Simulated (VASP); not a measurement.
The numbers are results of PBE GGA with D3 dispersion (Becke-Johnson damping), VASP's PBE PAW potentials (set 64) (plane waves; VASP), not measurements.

VASP ran on this input.

### INCAR
```
ENCUT = 520
LREAL = .FALSE.
NELM = 100
LEFG = .TRUE.
GGA = PE
ISMEAR = -5   ! tetrahedra, Bloechl
ALGO = Normal   ! blocked Davidson
ISIF = 2
LASPH = .TRUE.   ! aspherical one-centre terms
EDIFF = 1E-7   ! SCF stop (eV)
PREC = Accurate
NEDOS = 601
SYSTEM = La
LWAVE = .FALSE.
LCHARG = .TRUE.
LMAXMIX = 6   ! l cut-off of mixed one-centre charges
IVDW = 12   ! D3, Becke-Johnson
LORBIT = 11   ! lm-projected
```

**KPOINTS**
```
Regular mesh
0
gamma
  11 11 3
0 0 0
```

File POSCAR:
```
La
1
    1.8372161825    -3.1821519828    -0.0000000000
    1.8372161825     3.1821519828    -0.0000000000
   -0.0000000000    -0.0000000000    11.7431170750
La
4
Direct
  0.0000000000   0.0000000000   0.5000000000
  0.0000000000   0.0000000000   0.0000000000
  0.3333330000   0.6666670000   0.2500000000
  0.6666670000   0.3333330000   0.7500000000
```

POTCAR, in this order: La (PBE.64 set). Program: vasp_std.

Output of the run:

### OSZICAR
```
       N       E                     dE             d eps       ncg     rms          rms(c)
DAV:   1     0.570574536811E+03    0.57057E+03   -0.15006E+04  1664   0.235E+03
DAV:   2     0.117300915874E+03   -0.45327E+03   -0.44752E+03  2568   0.461E+02
DAV:   3    -0.223081457054E+01   -0.11953E+03   -0.11856E+03  3066   0.284E+02
DAV:   4    -0.170651452570E+02   -0.14834E+02   -0.14565E+02  3072   0.102E+02
DAV:   5    -0.192017315604E+02   -0.21366E+01   -0.20792E+01  3264   0.342E+01    0.549E+00
DAV:   6    -0.194287897922E+02   -0.22706E+00   -0.28093E+00  3232   0.124E+01    0.276E+00
DAV:   7    -0.194518808812E+02   -0.23091E-01   -0.39283E-01  3160   0.454E+00    0.690E-01
DAV:   8    -0.194611563369E+02   -0.92755E-02   -0.54688E-02  3272   0.168E+00    0.225E-01
DAV:   9    -0.194628650332E+02   -0.17087E-02   -0.88580E-03  3280   0.547E-01    0.185E-01
DAV:  10    -0.194646608422E+02   -0.17958E-02   -0.68230E-03  2776   0.611E-01    0.691E-02
DAV:  11    -0.194646607909E+02    0.51335E-07   -0.95582E-04  3216   0.220E-01    0.443E-02
DAV:  12    -0.194646271745E+02    0.33616E-04   -0.21222E-05  3040   0.633E-02    0.308E-02
DAV:  13    -0.194646286735E+02   -0.14990E-05   -0.27578E-05  2832   0.538E-02    0.910E-03
DAV:  14    -0.194646270868E+02    0.15866E-05   -0.46402E-07  3072   0.219E-02    0.760E-03
DAV:  15    -0.194646254824E+02    0.16045E-05    0.35835E-07  2048   0.558E-03    0.563E-03
DAV:  16    -0.194646253766E+02    0.10574E-06   -0.12449E-05  2760   0.906E-03    0.435E-02
DAV:  17    -0.194646240816E+02    0.12950E-05   -0.19478E-05  1616   0.458E-03    0.252E-03
DAV:  18    -0.194646245318E+02   -0.45020E-06   -0.47806E-08  1432   0.436E-03    0.201E-03
DAV:  19    -0.194646247330E+02   -0.20122E-06   -0.21172E-08  1336   0.236E-03    0.178E-03
DAV:  20    -0.194646247890E+02   -0.56019E-07   -0.33977E-06  1312   0.311E-03    0.435E-02
DAV:  21    -0.194646241319E+02    0.65710E-06   -0.19218E-05  1288   0.257E-03    0.240E-03
DAV:  22    -0.194646246101E+02   -0.47815E-06   -0.12830E-08  1200   0.300E-03    0.220E-03
DAV:  23    -0.194646247221E+02   -0.11205E-06   -0.69917E-09  1108   0.127E-03    0.212E-03
DAV:  24    -0.194646247786E+02   -0.56504E-07   -0.47874E-09  1108   0.178E-03
   1 F= -.21242316E+02 E0= -.21242316E+02  d E =0.000000E+00
```

**OUTCAR**
```
------------------------ aborting loop because EDIFF is reached ----------------------------------------
 Edisp (eV)   -1.77769
  FORCE on cell =-STRESS in cart. coord.  units (eV):
  Direction    XX          YY          ZZ          XY          YZ          ZX
  --------------------------------------------------------------------------------------
  Total       0.12489     0.12489    -0.08790    -0.00000    -0.00000     0.00000
  in kB       1.45727     1.45727    -1.02568    -0.00000    -0.00000     0.00000
  external pressure =        0.63 kB  Pullay stress =        0.00 kB
  volume of cell :      137.31
      direct lattice vectors                 reciprocal lattice vectors
     1.837216182 -3.182151983  0.000000000     0.272150880 -0.157126373  0.000000000
     1.837216182  3.182151983  0.000000000     0.272150880  0.157126373  0.000000000
     0.000000000  0.000000000 11.743117075     0.000000000  0.000000000  0.085156266
 POSITION                                       TOTAL-FORCE (eV/Angst)
 -----------------------------------------------------------------------------------
      0.00000      0.00000      5.87156         0.000000     -0.000000      0.000000
      0.00000      0.00000      0.00000         0.000000     -0.000000      0.000000
      1.83722      1.06072      2.93578         0.000000      0.000000      0.000000
      1.83722     -1.06072      8.80734        -0.000000     -0.000000      0.000000
 -----------------------------------------------------------------------------------
    total drift:                                0.000000      0.000000      0.000000
  FREE ENERGIE OF THE ION-ELECTRON SYSTEM (eV)
  ---------------------------------------------------
  free  energy   TOTEN  =       -21.2423155524 eV

  energy  without entropy=      -21.2423155524  energy(sigma->0) =      -21.24231555

 total charge

# of ion       s       p       d       f       tot
--------------------------------------------------
    1        2.067   5.539   0.960   0.100   8.667
    2        2.067   5.539   0.960   0.100   8.667
    3        2.071   5.546   0.950   0.093   8.659
    4        2.071   5.546   0.950   0.093   8.659
--------------------------------------------------
tot          8.276  22.169   3.821   0.386  34.652

 Electric field gradients after diagonalization (V/A^2)
 (convention: |V_zz| > |V_xx| > |V_yy|)
----------------------------------------------------------------------
 ion       V_xx      V_yy      V_zz     asymmetry (V_yy - V_xx)/ V_zz
----------------------------------------------------------------------
   1     -14.605   -14.605    29.209       0.000
   2     -14.605   -14.605    29.209       0.000
   3     -17.095   -17.094    34.189       0.000
   4     -17.095   -17.094    34.189       0.000
```
(Selected blocks of OUTCAR.)

### OUTCAR
```
 val. band max:        8.7072271637   @ k =   0.0909   0.0909   0.3333

 cond. band min:       8.6511222361   @ k =   0.3636   0.1818   0.0000


 Fermi energy:         8.7015029203

 k-point     1 :       0.0000    0.0000    0.0000
  band No.  band energies     occupation
      1     -24.1348      2.00000
      2     -23.9977      2.00000
      3     -23.9897      2.00000
      4     -23.8460      2.00000
      5      -8.7177      2.00000
      6      -7.8884      2.00000
      7      -7.8840      2.00000
      8      -7.2162      2.00000
      9      -7.2162      2.00000
     10      -7.1017      2.00000
     11      -7.1017      2.00000
     12      -7.0901      2.00000
     13      -7.0901      2.00000
     14      -6.9715      2.00000
     15      -6.9715      2.00000
     16      -6.9238      2.00000
     17       5.5482      2.00000
     18       6.8029      2.00000
     19       6.8969      2.00000
     20       6.8989      2.00000
     21       9.2317      0.00000
     22       9.3853      0.00000
     23       9.9052      0.00000
     24       9.9086      0.00000
     25      10.0025      0.00000
     26      10.0117      0.00000

 k-point     2 :       0.0909    0.0000    0.0000
  band No.  band energies     occupation
      1     -24.1173      2.00000
      2     -23.9848      2.00000
      3     -23.9769      2.00000
      4     -23.8383      2.00000
      5      -8.6756      2.00000
      6      -7.9045      2.00000
      7      -7.9005      2.00000
      8      -7.3247      2.00000
      9      -7.2514      2.00000
     10      -7.1758      2.00000
     11      -7.1693      2.00000
     12      -7.1261      2.00000
     13      -7.1143      2.00000
     14      -7.0815      2.00000
     15      -6.9842      2.00000
     16      -6.9428      2.00000
     17       5.7889      2.00000
     18       7.0218      2.00000
     19       7.1220      2.00000
     20       7.1222      2.00000
     21       8.9002      0.06372
     22       9.1731      0.00000
...
```

For a metal the tetrahedron method with Blöchl corrections gives inexact stress and forces.

The compound is La in the dhcp structure. It was relaxed first, which changed the volume by -8 %.
